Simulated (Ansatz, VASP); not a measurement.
# Al (Aluminum) in two plane-wave programs, part 2 of 2

Wanted: the spread between two codes on one cell, functional and k mesh. The cell is taken from a series of runs on this material, whose earlier steps may have relaxed, scaled, displaced or heated it; both programs get it as it stands.

VASP 6.6.1 and Ansatz 0.2.0.

So far: Starting point; VASP: elastic constants, PBE.

### 3. Ansatz: elastic constants, PBE

Level of this step: Ansatz beside VASP: Kohn-Sham DFT, plane waves, PBE (Ansatz).

Ansatz runs on its default PAW (the set named soft_2) files.

The same cell, functional, mesh and smearing now go to Ansatz, which takes its cutoff from its data sets.

input.yaml

```yaml
crystal:
  lattice:
    - [0.0, 2.0212030295, 2.0212030295]
    - [2.0212030295, 0.0, 2.0212030295]
    - [2.0212030295, 2.0212030295, 0.0]
  atoms:
    - { symbol: Al, position: [0.0, 0.0, 0.0] }
kpoints:
  mp_grid: { grid: [22, 22, 22] }
hamiltonian:
  xc: pbe
scf:
  occupations: { method: fermi_dirac, width: 0.15 }
output:
  forces: true
  stress: true
  eigenvalues: true
elastic:
  mode: relaxed_ion
  amplitude: 0.01
```

The run is started by

```bash
$ ansatz run input.yaml --threads 8 --pin off --max-ram 14336MiB --backend cpu --events-out ev --progress --plain --runs-dir out
```

Numbers of over 12 decimals in the logs are rounded to 6 here.

Log:

```text
Engine: ansatz 0.2.0, aarch64-unknown-linux-gnu
Pseudopotentials: kind: paw
Pseudopotential: Al, paw, valence charge 3, recommended cutoff 420 eV (normal), Al.paw.azcp
Functional definition: PBE
  parameter kappa = 0.804
  parameter beta = 0.066725
  exchange = pbe_x(kappa = kappa, mu = beta*pi^2/3)
  correlation = pbe_c(beta = beta)
Crystal: 1 atoms, lattice volume = 16.514 Å³
Basis set: ecut = 420 eV, 331 PW (Γ), exchange–correlation on 40×40×40 points (8 copies of the dense FFT grid, shifted against one another)
Bands: 6, of which v1, the nominal top of the filled ones, is band 2 counted from 1 (1 counted from 0)
Symmetry: 48 space group operations
Space group: Fm-3m (ITA 225), of the structure as read, at distance tolerance 2.5e-5 Å
k-points: 328 of 10648
Non-local potential: Al, projectors of the file, l = 0: 2, l = 1: 2, l = 2: 1
PAW form: soft (Blöchl's): semilocal exchange-correlation on the pseudo side does not see the compensation charge
PAW one-centre angular grid: Al, 110 points (default); XC on 64 Gauss nodes
Initial density: superposition of atomic densities (neutral atoms: chi_scale 0, normalization atom), corrected by the library's trained network
Initial wavefunctions: pseudopotential atomic-orbital guess
Functional: x = pbe(κ = 0.804, μ = 0.219515), c = pbe(β = 0.066725)
SCF iter   1: F=—  HF=-537.518112 eV  |F-HF|=—  |Δ(HF+E_count)|=         —  Δρ=4.58e-4  dr2=9.69e-6  ethr=1.77e-3  ⟨swp⟩=4.6  Hψ=16372  notcnv=0
preconditioner: auto → none  [metal: Δε(μ)=0.049 eV  Ē_g=13.182 eV  σ=0.150 eV  W_gap=0.08  n_scr=0 (ndim 8)  ℏωp=15.8 eV  f_vac=0.000  D(μ)=0.39/eV (n_scr^D=0)]
SCF iter   2: F=—  HF=-537.518155 eV  |F-HF|=—  |Δ(HF+E_count)|=   4.30e-5  Δρ=2.35e-4  dr2=2.58e-6  ethr=3.23e-7  ⟨swp⟩=2.0  Hψ=5056  notcnv=0
SCF iter   3: F=—  HF=-537.518165 eV  |F-HF|=—  |Δ(HF+E_count)|=   1.02e-5  Δρ=1.47e-5  dr2=3.69e-8  ethr=8.60e-8  ⟨swp⟩=2.0  Hψ=2401  notcnv=0
SCF iter   4: F=—  HF=-537.518165 eV  |F-HF|=—  |Δ(HF+E_count)|=   4.98e-9  Δρ=5.36e-6  dr2=4.98e-9  ethr=1.23e-9  ⟨swp⟩=1.0  Hψ=1910  notcnv=0
SCF iter   5: F=—  HF=-537.518165 eV  |F-HF|=—  |Δ(HF+E_count)|=  9.43e-10  Δρ=7.67e-7  dr2=1.12e-10  ethr=1.66e-10  ⟨swp⟩=1.0  Hψ=1910  notcnv=0
SCF iter   6: F=—  HF=-537.518165 eV  |F-HF|=—  |Δ(HF+E_count)|=  2.54e-11  Δρ=1.62e-7  dr2=5.03e-12  ethr=3.75e-12  ⟨swp⟩=1.0  Hψ=1910  notcnv=0
SCF iter   7: F=-537.518165 eV  HF=-537.518165 eV  |F-HF|=1.14e-13  |Δ(HF+E_count)|=  1.14e-12  Δρ=1.05e-8  dr2=1.98e-14  ethr=1.00e-12  ⟨swp⟩=3.5  Hψ=6574  notcnv=0
SCF 1 converged in 7 iterations: F = -537.518165 eV  dr2 = 1.98e-14
  greatest PAW one-centre occupation: 0.446 electrons in one spin orbital (limit 2), on the Al atom at site 0 (counted from 0), in its partial waves of l = 0
Crystal: 1 atoms, lattice volume = 16.184 Å³
Symmetry: 16 space group operations
k-points: 834 of 10648
Initial density: handed on by an earlier stage of this run
Initial wavefunctions: those handed on with the density
iter 1 solved again at ethr=1.60e-6 eV; its pass at ethr=3.10e-3 eV (dr2=4.80e-5 eV) is discarded
SCF iter   1: F=—  HF=-537.515651 eV  |F-HF|=—  |Δ(HF+E_count)|=         —  Δρ=5.88e-4  dr2=5.13e-5  ethr=1.60e-6  ⟨swp⟩=2.0  Hψ=49951  notcnv=0  defer=11
preconditioner: auto → none  [metal: Δε(μ)=0.013 eV  Ē_g=13.362 eV  σ=0.150 eV  W_gap=0.02  n_scr=0 (ndim 8)  ℏωp=16.0 eV  f_vac=0.000  D(μ)=0.39/eV (n_scr^D=0)]
SCF iter   2: F=—  HF=-537.515627 eV  |F-HF|=—  |Δ(HF+E_count)|=   2.33e-5  Δρ=2.91e-4  dr2=1.24e-5  ethr=1.60e-6  ⟨swp⟩=1.0  Hψ=4870  notcnv=0  defer=11
[...]
SCF 2 converged in 6 iterations: F = -537.515614 eV  dr2 = 2.04e-15
  greatest PAW one-centre occupation: 0.447 electrons in one spin orbital (limit 2), on the Al atom at site 0 (counted from 0), in its partial waves of l = 0
Crystal: 1 atoms, lattice volume = 16.845 Å³
[...]
preconditioner: auto → none  [metal: Δε(μ)=0.009 eV  Ē_g=13.008 eV  σ=0.150 eV  W_gap=0.01  n_scr=0 (ndim 8)  ℏωp=15.7 eV  f_vac=0.000  D(μ)=0.40/eV (n_scr^D=0)]
[...]
preconditioner: auto → none  [metal: Δε(μ)=0.006 eV  Ē_g=13.095 eV  σ=0.150 eV  W_gap=0.01  n_scr=0 (ndim 8)  ℏωp=15.7 eV  f_vac=0.000  D(μ)=0.39/eV (n_scr^D=0)]
[...]
SCF 4 converged in 3 iterations: F = -537.517557 eV  dr2 = 2.47e-15
Crystal: 1 atoms, lattice volume = 16.349 Å³
[...]
preconditioner: auto → none  [metal: Δε(μ)=0.005 eV  Ē_g=13.271 eV  σ=0.150 eV  W_gap=0.01  n_scr=0 (ndim 8)  ℏωp=15.9 eV  f_vac=0.000  D(μ)=0.39/eV (n_scr^D=0)]
[...]
SCF 5 converged in 3 iterations: F = -537.517542 eV  dr2 = 9.03e-15
Crystal: 1 atoms, lattice volume = 16.513 Å³
Symmetry: 8 space group operations
k-points: 1530 of 10648
[...]
preconditioner: auto → none  [metal: Δε(μ)=0.006 eV  Ē_g=13.185 eV  σ=0.150 eV  W_gap=0.01  n_scr=0 (ndim 8)  ℏωp=15.8 eV  f_vac=0.000  D(μ)=0.39/eV (n_scr^D=0)]
[...]
SCF 6 converged in 7 iterations: F = -537.517393 eV  dr2 = 1.79e-16
[...]
SCF iter   2: F=—  HF=-537.517393 eV  |F-HF|=—  |Δ(HF+E_count)|=   2.32e-5  Δρ=1.46e-5  dr2=2.72e-8  ethr=3.92e-9  ⟨swp⟩=1.3  Hψ=9485  notcnv=0  defer=54
SCF iter   3: F=—  HF=-537.517393 eV  |F-HF|=—  |Δ(HF+E_count)|=   1.79e-8  Δρ=4.17e-7  dr2=1.43e-11  ethr=9.06e-10  ⟨swp⟩=1.4  Hψ=9717  notcnv=0  defer=54
SCF iter   4: F=—  HF=-537.517393 eV  |F-HF|=—  |Δ(HF+E_count)|=  6.48e-12  Δρ=7.61e-8  dr2=4.51e-13  ethr=4.77e-13 (applied; sched 1.00e-12)  ⟨swp⟩=2.0  Hψ=11045  notcnv=0  defer=61
SCF iter   5: F=-537.517393 eV  HF=-537.517393 eV  |F-HF|=1.14e-13  |Δ(HF+E_count)|=  6.82e-13  Δρ=2.98e-9  dr2=7.80e-16  ethr=1.00e-12  ⟨swp⟩=3.5  Hψ=19580  notcnv=0
SCF 7 converged in 5 iterations: F = -537.517393 eV  dr2 = 7.80e-16
SCF iter   1: F=—  HF=-537.517973 eV  |F-HF|=—  |Δ(HF+E_count)|=         —  Δρ=8.08e-7  dr2=1.34e-11  ethr=1.00e-12  ⟨swp⟩=7.2  Hψ=80971  notcnv=0  defer=60
preconditioner: auto → none  [metal: Δε(μ)=0.003 eV  Ē_g=13.180 eV  σ=0.150 eV  W_gap=0.01  n_scr=0 (ndim 8)  ℏωp=15.8 eV  f_vac=0.000  D(μ)=0.39/eV (n_scr^D=0)]
SCF iter   2: F=—  HF=-537.517973 eV  |F-HF|=—  |Δ(HF+E_count)|=  1.27e-10  Δρ=4.04e-7  dr2=3.14e-12  ethr=4.46e-13 (applied; sched 1.00e-12)  ⟨swp⟩=1.0  Hψ=21436  notcnv=0  defer=63
SCF iter   3: F=-537.517973 eV  HF=-537.517973 eV  |F-HF|=3.41e-13  |Δ(HF+E_count)|=  4.26e-11  Δρ=6.15e-9  dr2=1.14e-15  ethr=1.00e-12  ⟨swp⟩=2.1  Hψ=27294  notcnv=0
SCF 8 converged in 3 iterations: F = -537.517973 eV  dr2 = 1.14e-15
SCF iter   1: F=—  HF=-537.517973 eV  |F-HF|=—  |Δ(HF+E_count)|=         —  Δρ=8.08e-7  dr2=1.34e-11  ethr=1.00e-12  ⟨swp⟩=7.6  Hψ=83031  notcnv=0  defer=62
SCF iter   2: F=—  HF=-537.517973 eV  |F-HF|=—  |Δ(HF+E_count)|=  1.26e-10  Δρ=4.04e-7  dr2=3.15e-12  ethr=4.47e-13 (applied; sched 1.00e-12)  ⟨swp⟩=1.0  Hψ=21444  notcnv=0  defer=69
SCF iter   3: F=-537.517973 eV  HF=-537.517973 eV  |F-HF|=2.27e-13  |Δ(HF+E_count)|=  4.29e-11  Δρ=6.14e-9  dr2=1.16e-15  ethr=1.00e-12  ⟨swp⟩=2.1  Hψ=27303  notcnv=0
SCF 9 converged in 3 iterations: F = -537.517973 eV  dr2 = 1.16e-15
SCF converged after 7 iterations
Free energy (F): -537.518165 eV
Harris-Foulkes:  -537.518165 eV  (|F-HF|=1.14e-13)
Internal energy: -537.489148 eV  (E = F + TS)
E sigma→0 (E₀):  -537.503657 eV
Entropy (-TS):   -0.029017 eV (-29.017 meV/atom)
Fermi energy:    7.925534 eV
--- Per-component energies (eV) ---
  E_band       = 10.561636
  E_kinetic    = 22.764086
  E_local      = 9.882807  (includes V_loc(G=0)·N_el)
  E_nonlocal   = 10.313245
  E_hartree    = 0.103658
  E_xc         = -39.724976
  E_vxc        = -28.948149  (∫ρ·V_xc dr)
  E_paw        = -467.334175  (= ΣΔE_a)
  E_vpaw       = -3.657667  (= ΣTr[D̂ρ^β])
  E_aug_tail   = -0.000002  (compensation charges beyond the density's cutoff)
  E_ewald      = -73.493791
  E_smearing   = -0.029017  (= −TS)
  E_closure    = 0.000000  (closes the sum)
  Σ components = -537.518165   (vs F -537.518165, Δ=0.00e0)
--- Forces (eV/Å), atoms counted from 1 ---
  atom   1  Al     0.00000000     0.00000000     0.00000000
  max |Σ_I F_I| component: 1.64e-32 eV/Å
--- Stress (GPa, compression-positive) ---
       -0.006396      -0.000000       0.000000
       -0.000000      -0.006396       0.000000
        0.000000       0.000000      -0.006396
  P = ⅓ Tr σ = -0.0064 GPa (-0.064 kbar)
--- Band table (eV; the first three rows and the last of 328) ---
  k-point 0: bands = ["-3.1859", "20.4523", "20.4523", "20.4523", "22.0396", "22.0396"]
  k-point 1: bands = ["-3.1298", "19.3542", "20.2440", "20.2440", "22.3345", "22.3345"]
  k-point 2: bands = ["-2.9616", "17.5929", "19.8479", "19.8479", "22.6853", "22.9797"]
  k-point 327: bands = ["6.7308", "7.4857", "7.9754", "9.1973", "22.5867", "23.8730"]
--- Elastic constants: 2 strain directions × 4 members + reference (group order 48) ---
  dense FFT box of the reference and of every strained cell: 20×20×20
  strains applied: 11, 23; error gains: componentwise 1.00 (the most a stress slope's error grows in a printed constant), spectral 1.73 (1 for all six strains in a standard setting)
  C = ∂σ_k/∂η_j (tension-positive GPa; Voigt order 11 22 33 23 13 12):
       120.005     56.248     56.248      0.000     -0.000      0.000
        56.248    120.005     56.248      0.000      0.000     -0.000
        56.248     56.248    120.005     -0.000      0.000      0.000
         0.000     -0.000     -0.000     37.764     -0.000      0.000
         0.000     -0.000     -0.000      0.000     37.764     -0.000
        -0.000      0.000     -0.000      0.000      0.000     37.764
  reference stress σ⁰ (GPa):      0.006      0.006      0.006     -0.000     -0.000      0.000
  C* (energy form; C + prestress term) asymmetry max|C*_kj − C*_jk| = 4.263e-14 GPa — a small one proves nothing (zero by symmetry where the batch's group is 432, −43m or m−3m); a large one is finite-difference/SCF noise where every solve meets its electron count
  moduli (Voigt/Reuss/Hill, GPa): K = 77.50/77.50/77.50   G = 35.41/35.17/35.29   E = 91.91   ν = 0.302
  mechanically stable: yes (min eigenvalue of sym C = 37.76 GPa)
  strain η (Voigt 11):  stress-route row diagonal C_11 = 120.00 GPa, energy-path curvature d²(F+E_count+ΔE)/dδ²/Ω₀ = 120.17 GPa
    cells at ±δ against ±2δ: C11 119.46 and 117.83 GPa, apart by 1.36 % of the column's largest entry
         δ    σ_11 (GPa)             F (eV)   n_scf  n_hpsi   n_pw
    -2.000e-2      -2.5186        -537.5156141       6  102028    331   relax 0 steps, max|allowed force component| 0.00e0 eV/Å
    -1.000e-2      -1.2278        -537.5175424       3   81494    332   relax 0 steps, max|allowed force component| 0.00e0 eV/Å
     1.000e-2       1.1615        -537.5175567       3   81332    342   relax 0 steps, max|allowed force component| 0.00e0 eV/Å
     2.000e-2       2.1947        -537.5158163       5   85904    342   relax 0 steps, max|allowed force component| 0.00e0 eV/Å
  strain η (Voigt 23):  stress-route row diagonal C_44 = 37.76 GPa, energy-path curvature d²(F+E_count+ΔE)/dδ²/Ω₀ = 37.77 GPa
    cells at ±δ against ±2δ: C44 37.65 and 37.31 GPa, apart by 0.90 % of the column's largest entry
         δ    σ_23 (GPa)             F (eV)   n_scf  n_hpsi   n_pw
    -2.000e-2      -0.7462        -537.5173935       7  175669    333   relax 0 steps, max|allowed force component| 0.00e0 eV/Å
    -1.000e-2      -0.3765        -537.5179732       3  150136    335   relax 0 steps, max|allowed force component| 0.00e0 eV/Å
     1.000e-2       0.3765        -537.5179732       3  148061    335   relax 0 steps, max|allowed force component| 0.00e0 eV/Å
     2.000e-2       0.7462        -537.5173935       5  154959    333   relax 0 steps, max|allowed force component| 0.00e0 eV/Å
```

Reading the cycles: dr2 is the Hartree energy of the density residual (eV), the measure of convergence; HF is the Harris–Foulkes estimate of the energy, which meets the free energy F at convergence.

### 4. Comparison

Known differences besides the potentials themselves: the cutoff is 420 eV in Ansatz and 500 eV in VASP; VASP takes each elastic constant from one size of strain, Ansatz from those that its log lists. Total energies have different zeros and are not compared.

Compared:

```
 quantity  Ansatz   VASP  difference
C11 (GPa)   120.0  118.6     +1.22 %
C22 (GPa)   120.0  118.6     +1.22 %
C33 (GPa)   120.0  118.6     +1.22 %
C12 (GPa)    56.2   57.0     -1.35 %
C13 (GPa)    56.2   57.0     -1.35 %
C23 (GPa)    56.2   57.0     -1.35 %
C44 (GPa)    37.8   37.5     +0.73 %
C55 (GPa)    37.8   37.5     +0.73 %
C66 (GPa)    37.8   37.5     +0.73 %
```

### 5. Outcome

```yaml
difference_in_c12_elastic_constants_pbe: -1.4 %
```

In words: The difference in C12 is -1.4 % (elastic constants, PBE), within the 5 % picked in this series as the mark of a large difference. 1 further run of this series is not shown here. How closely two codes agree says nothing of how well the functional describes the real material.

[Lines on the potential files, build, host, timing and source positions are cut from VASP's logs without a mark.]

[Logs are printed without paths, hosts, clocks, repeated set-up lines and the standing remarks that a program may print on its own settings, such as how far it seeks lower states.]

[Hosts, paths, dates, database ids (printed as entryN), source tags and the programs' standing remarks are cut or masked in the printed files.]
